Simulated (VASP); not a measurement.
# CoNiSb (P6_3/mmc) in VASP: reference runs

Aim: a first look at CoNiSb with PBE, on the cell as given.

All numbers are computed with VASP 6.6.1; they aren't measurements. Logs are shortened: lines on timing, memory, paths and dates and some standing lists are left out, and cuts for length are marked.

## 1. Starting point

It takes space group P6_3/mmc (No. 194, hexagonal). Conventional cell: a = 4.243 Å, b = 4.243 Å, c = 5.380 Å, α = 90.00°, β = 90.00°, γ = 120.00°. Sb (site symmetry -6m2) has 5 Ni at 2.45 to 2.69 Å and 6 Co at 2.79 Å as nearest neighbours. Ni (site symmetry -6m2) is surrounded by 5 Sb at 2.45 to 2.69 Å and 6 Co at 2.79 Å. Co (site symmetry -3m) has 2 Co at 2.69 Å and 6 Sb at 2.79 Å and 6 Ni at 2.79 Å as nearest neighbours.

The cell comes from a database or a generator and needn't be the stable form of this composition.

## 2. Single point, PBE, collinear spin, ferromagnetic start

The input, INCAR:

```
PREC = Accurate
ENCUT = 520
EDIFF = 1E-7
ISMEAR = -1
SIGMA = 0.05
LREAL = False
LASPH = True
NELM = 120
ALGO = Normal
ISIF = 2
LWAVE = False
LCHARG = False
ISPIN = 2
MAGMOM = 0 0 1 1 2 2
LORBIT = 11
LMAXMIX = 4
GGA = PE
NBANDS = 37
```

The input, KPOINTS:

```
Automatic mesh
0
Gamma
  7 7 5
```

The input, POSCAR:

```
CoNiSb
1.0
    4.2432701667      0.0000000000      0.0000000000
   -2.1216350833      3.6747797594      0.0000000000
    0.0000000000      0.0000000000      5.3802380000
Sb Ni Co
2 2 2
Direct
    0.3333333333      0.6666666667      0.2500000000
    0.6666666667      0.3333333333      0.7500000000
    0.3333333333      0.6666666667      0.7500000000
    0.6666666667      0.3333333333      0.2500000000
    0.0000000000      0.0000000000      0.0000000000
    0.0000000000      0.0000000000      0.5000000000
```

Potentials or basis: VASP PAW PBE potentials, release 64 (Sb, Ni, Co).

The run is started by

```console
cat potpaw_PBE.64/Sb/POTCAR potpaw_PBE.64/Ni/POTCAR potpaw_PBE.64/Co/POTCAR > POTCAR
mpirun -np 1 vasp_std > vasp.out
```

OUTCAR:

```text
PREC = Accurate
   ENCUT = 520
   EDIFF = 1E-7
   ISMEAR = -1
   LREAL = False
   LASPH = True
   NELM = 120
   ISIF = 2
   ISPIN = 2
   LORBIT = 11
   GGA = PE

 ion  position               nearest neighbor table
   1  0.333  0.667  0.250-   4 2.45   4 2.45   4 2.45   3 2.69   3 2.69   5 2.79   6 2.79   6 2.79
                             5 2.79   6 2.79   5 2.79   2 3.64   2 3.64   2 3.64   2 3.64   2 3.64
   2  0.667  0.333  0.750-   3 2.45   3 2.45   3 2.45   4 2.69   4 2.69   5 2.79   6 2.79   5 2.79
                             6 2.79   5 2.79   6 2.79   1 3.64   1 3.64   1 3.64   1 3.64   1 3.64
   3  0.333  0.667  0.750-   2 2.45   2 2.45   2 2.45   1 2.69   1 2.69   5 2.79   6 2.79   6 2.79
                             5 2.79   6 2.79   5 2.79
   4  0.667  0.333  0.250-   1 2.45   1 2.45   1 2.45   2 2.69   2 2.69   5 2.79   6 2.79   5 2.79
                             6 2.79   5 2.79   6 2.79
   5  0.000  0.000  0.000-   6 2.69   6 2.69   3 2.79   4 2.79   1 2.79   2 2.79   1 2.79   3 2.79
                             2 2.79   4 2.79   2 2.79   4 2.79   1 2.79   3 2.79
   6  0.000  0.000  0.500-   5 2.69   5 2.69   3 2.79   4 2.79   1 2.79   2 2.79   1 2.79   3 2.79
                             2 2.79   4 2.79   2 2.79   4 2.79   1 2.79   3 2.79

  LATTYP: Found a hexagonal cell.
 ALAT       =     4.2432701667
 C/A-ratio  =     1.2679461332

  Lattice vectors:

 A1 = (   4.2432701667,   0.0000000000,   0.0000000000)
 A2 = (  -2.1216350833,   3.6747797594,   0.0000000000)
 A3 = (   0.0000000000,   0.0000000000,   5.3802380000)

Analysis of symmetry for initial positions (statically):
=====================================================================
 Subroutine PRICEL returns:
 Original cell was already a primitive cell.

 Routine SETGRP: Setting up the symmetry group for a
 hexagonal supercell.

 Subroutine GETGRP returns: Found 24 space group operations
 (whereof 12 operations were pure point group operations)
 out of a pool of 24 trial point group operations.

The static configuration has the point symmetry D_3d.
 The point group associated with its full space group is D_6h.

Analysis of symmetry for dynamics (positions and initial velocities):
=====================================================================
 Subroutine PRICEL returns:
 Original cell was already a primitive cell.

 Routine SETGRP: Setting up the symmetry group for a
 hexagonal supercell.

 Subroutine GETGRP returns: Found 24 space group operations
 (whereof 12 operations were pure point group operations)
 out of a pool of 24 trial point group operations.

The dynamic configuration has the point symmetry D_3d.
 The point group associated with its full space group is D_6h.

Analysis of structural, dynamic, and magnetic symmetry:
[... 160 lines left out ...]
  ---------------------------------------------------
  ext. energy  EPLUGINS =         0.00000000
  ---------------------------------------------------
  free energy    TOTEN  =       -33.07673250 eV

  energy without entropy =      -33.03683646  energy(sigma->0) =      -33.05678448

 E-fermi :  11.3744     XC(G=0): -12.4469

 val. band max:       11.3695141469   @ k =   0.1429   0.0000   0.4000
 cond. band min:      11.3798348915   @ k =   0.1429   0.0000   0.0000
 fundamental gap:      0.0103207446
 Fermi energy:        11.3744217365

 spin component 1

 k-point     1 :       0.0000    0.0000    0.0000
  band No.  band energies     occupation
      1      -1.9024      1.00000
      2       1.5594      1.00000
      3       4.6642      1.00000
      4       6.4252      1.00000
      5       6.4252      1.00000
      6       7.4996      1.00000
[... 925 lines left out ...]
     35      18.5713      0.00000
     36      19.6286      0.00000
 Fermi energy:        11.3744217365

 spin component 2

 k-point     1 :       0.0000    0.0000    0.0000
  band No.  band energies     occupation
      1      -1.9185      1.00000
      2       1.5408      1.00000
      3       4.6983      1.00000
      4       6.5207      1.00000
      5       6.5207      1.00000
      6       7.5153      1.00000
[... 925 lines left out ...]
     35      18.6579      0.00000
     36      19.6890      0.00000
 [bands above 36 left out]

------------------------ aborting loop because EDIFF is reached ----------------------------------------

  FORCE on cell =-STRESS in cart. coord.  units (eV):
  Direction    XX          YY          ZZ          XY          YZ          ZX
  --------------------------------------------------------------------------------------
  -------------------------------------------------------------------------------------
  Total        0.5017601      0.5017601     -0.2136783      0.0000000      0.0000000      0.0000000
  in kB        9.5823766      9.5823766     -4.0807277      0.0000000      0.0000000      0.0000000
  external PRESSURE =       5.0280085 kB  Pullay stress =       0.0000000 kB

 VOLUME and BASIS-vectors are now :
 -----------------------------------------------------------------------------
  energy-cutoff  :      520.00
  volume of cell :       83.89
      direct lattice vectors                 reciprocal lattice vectors
     4.243270167  0.000000000  0.000000000     0.235667294  0.136062576  0.000000000
    -2.121635083  3.674779759  0.000000000     0.000000000  0.272125152  0.000000000
     0.000000000  0.000000000  5.380238000     0.000000000  0.000000000  0.185865384

 POSITION                                       TOTAL-FORCE (eV/Angst)
 -----------------------------------------------------------------------------------
     -0.00000      2.44985      1.34506        -0.000000      0.000000      0.000000
      2.12164      1.22493      4.03518         0.000000      0.000000      0.000000
     -0.00000      2.44985      4.03518         0.000000     -0.000000      0.000000
      2.12164      1.22493      1.34506         0.000000     -0.000000      0.000000
      0.00000      0.00000      0.00000        -0.000000     -0.000000      0.000000
      0.00000      0.00000      2.69012        -0.000000     -0.000000      0.000000
 -----------------------------------------------------------------------------------
    total drift:                                0.000000      0.000000      0.000000

  FREE ENERGIE OF THE ION-ELECTRON SYSTEM (eV)
  ---------------------------------------------------
  free  energy   TOTEN  =       -33.0767324974 eV

  energy  without entropy=      -33.0368364590  energy(sigma->0) =      -33.05678448

 total charge

# of ion       s       p       d       tot
------------------------------------------
    1        1.071   1.274   0.119   2.464
    2        1.071   1.274   0.119   2.464
    3        0.446   0.491   8.524   9.460
    4        0.446   0.491   8.524   9.460
    5        0.327   0.358   7.430   8.115
    6        0.327   0.358   7.430   8.115
--------------------------------------------------
tot          3.687   4.245  32.146  40.079

 magnetization (x)

# of ion       s       p       d       tot
------------------------------------------
    1        0.009  -0.005  -0.006  -0.002
    2        0.009  -0.005  -0.006  -0.002
    3       -0.003  -0.018   0.080   0.059
    4       -0.003  -0.018   0.080   0.059
    5        0.002   0.002   0.885   0.889
    6        0.002   0.002   0.885   0.889
--------------------------------------------------
tot          0.016  -0.042   1.917   1.892
```

OSZICAR:

```text
N       E                     dE             d eps       ncg     rms          rms(c)
DAV:   1     0.329784358044E+03    0.32978E+03   -0.19644E+04  3552   0.149E+03
[... 12 lines left out ...]
DAV:  14    -0.330767295285E+02    0.20345E-04   -0.15608E-04  5670   0.207E-01    0.397E-02
DAV:  15    -0.330767341992E+02   -0.46707E-05   -0.49358E-05  4313   0.818E-02    0.192E-02
DAV:  16    -0.330767332291E+02    0.97008E-06   -0.50099E-06  4969   0.309E-02    0.824E-03
DAV:  17    -0.330767329668E+02    0.26226E-06   -0.92132E-07  4154   0.101E-02    0.313E-03
DAV:  18    -0.330767327113E+02    0.25552E-06   -0.18596E-07  2753   0.400E-03    0.128E-03
DAV:  19    -0.330767325404E+02    0.17086E-06   -0.30762E-08  2241   0.326E-03    0.401E-04
DAV:  20    -0.330767324974E+02    0.43050E-07   -0.11053E-08  2191   0.858E-04
   1 F= -.33076732E+02 E0= -.33056784E+02  d E =-.398960E-01  mag=     1.8103
```

stdout:

```text
POSCAR found type information on POSCAR SbNiCo
 POSCAR found :  3 types and       6 ions
 scaLAPACK will be used
 LDA part: xc-table for (Slater+PW92), standard interpolation
 POSCAR, INCAR and KPOINTS ok, starting setup
 FFT: planning ... GRIDC
 FFT: planning ... GRID_SOFT
 FFT: planning ... GRID
 WAVECAR not read
 entering main loop
```

It took 4.6 min on 1 thread of Intel Xeon Platinum 8175M at 2.50GHz (Skylake/Cascade Lake), shared host; peak memory 0.3 GiB.

What came out:

* Free energy: -33.0767 eV
* Pressure: 0.5 GPa
* Band gap on the k mesh: none (metal or under the smearing width)
* Net moment: 1.81 μB per cell
* Site moments: Sb -0.00; Ni +0.06; Co +0.89 μB
* Valence electrons inside the program's atomic spheres: Sb 2.46; Ni 9.46; Co 8.12

Stress tensor (GPa, compression positive):
```
 0.96  0.00  0.00
 0.00  0.96  0.00
 0.00  0.00 -0.41
```

The run has no spin-orbit coupling, so splittings on Sb are missing.
